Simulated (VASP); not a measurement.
Be4CN:

```xyz
6
Lattice="4.2746 0.0000 0.0000 -2.1373 3.7019 0.0000 0.0000 0.0000 3.3275" Properties=species:S:1:pos:R:3 pbc="T T T"
Be    2.1373    1.2340    0.0000
Be    2.1373    0.0078    1.6638
Be    3.1992    1.8471    1.6638
Be    1.0754    1.8471    1.6638
C     0.0000    0.0000    0.0000
N     0.0000    2.4679    0.0000
```

The cell was built by a generator and needn't be a form met in nature.

| Property | Result |
| --- | --- |
| Program | VASP 6.6.1 |
| Task | relaxation of cell and atoms |
| Functional | PBE |
| Potentials or basis | VASP PAW PBE potentials, release 64 (Be, C, N) |
| Cutoff | 600 eV |
| k mesh | 7 × 7 × 8 |
| Occupations | gaussian, width 0.05 eV |
| Spin | no spin polarisation |

At the start: pressure -8.0 GPa; volume 8.78 Å³/atom.

Q: Where does the relaxation end?

A: Over 17 steps the energy falls by 448.1 meV/atom and the volume is 9.26 Å³/atom (+5.5 %); space group P-6m2 (No. 187, to 0.05 Å).

Step by step:
| step | energy change (eV) | largest force (eV/Å) | pressure (GPa) | volume (Å³) |
| --- | --- | --- | --- | --- |
| 1 | 0.0000 | 0.3673 | -7.98 | 52.66 |
| 2 | -0.3787 | 0.0646 | -4.30 | 49.35 |
| 3 | -0.5767 | 1.1077 | 35.79 | 39.76 |
| 4 | -0.8324 | 0.7097 | 9.50 | 44.53 |
| 5 | -0.8488 | 0.8745 | 17.75 | 42.67 |
| 6 | -0.8599 | 0.8065 | 14.23 | 43.41 |
| 7 | -1.0360 | 0.6605 | 16.52 | 43.21 |
| 8 | -1.3899 | 0.0244 | 27.73 | 42.34 |
| 9 | -1.7611 | 0.0129 | 20.39 | 44.51 |
| 10 | -2.5068 | 0.0556 | 5.03 | 51.17 |
| 11 | -2.3100 | 0.2867 | -7.38 | 64.93 |
| 12 | -2.6727 | 0.3523 | -1.56 | 56.64 |
| 13 | -2.6758 | 0.3705 | -1.04 | 56.10 |
| 14 | -2.6766 | 0.3793 | -0.69 | 55.71 |
| 15 | -2.6876 | 0.0494 | -0.78 | 55.77 |
| 16 | -2.6879 | 0.0053 | -0.79 | 55.78 |
| 17 | -2.6887 | 0.0182 | -0.26 | 55.55 |

Final structure:
```xyz
6
Lattice="5.2459 0.0000 0.0000 -2.6230 4.5431 0.0000 0.0000 0.0000 2.3307" Properties=species:S:1:pos:R:3 pbc="T T T"
Be    2.6230    1.5144    0.0000
Be    0.0000    4.2622    1.1654
Be   -1.0682    2.4120    1.1654
Be    1.0682    2.4120    1.1654
C     0.0000    0.0000    0.0000
N     0.0000    3.0287    0.0000
```
